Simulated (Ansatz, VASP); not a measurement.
# Two plane-wave programs on SiP7

```
CELL_PARAMETERS angstrom
0.00000 6.97185 3.47770
2.44817 0.00000 3.47770
2.44817 6.97185 0.00000
ATOMIC_POSITIONS crystal
Si 0.50000 0.50000 0.50000
P 0.62144 0.87101 0.12899
P 0.37856 0.12899 0.87101
P 0.12899 0.37856 0.62144
P 0.87101 0.62144 0.37856
P 0.74838 0.25162 0.74838
P 0.25162 0.74838 0.25162
P 0.00000 0.00000 0.00000
```

Alike in both runs: functional PBE; k mesh 4 × 4 × 4; occupations gaussian, width 0.2 eV; no spin polarisation.

Ansatz relaxed the structure, and its values are those at the end. VASP's run is a single point on that final structure, the one shown.

```csv
,VASP,Ansatz
version,VASP 6.6.1,Ansatz 0.2.0
potentials or method,"VASP PAW PBE potentials, release 64 (Si, P)","scalar-relativistic, plane waves, PAW"
plane-wave cutoff (eV),520,420
valence electrons in the cell,39,39
```

```csv
,VASP,Ansatz,Ansatz less VASP
gap on the k mesh at the Fermi level (eV),none,none,-
pressure (GPa),-0.3,-0.1,+0.23
rms of the force components (eV/Å),0.006,0.004,-0.0017
```

A gap of «none» marks a metal or a gap that the smearing closes.

Caveats: the k mesh is coarse (spacing up to 0.41 Å⁻¹), so the values aren't converged.
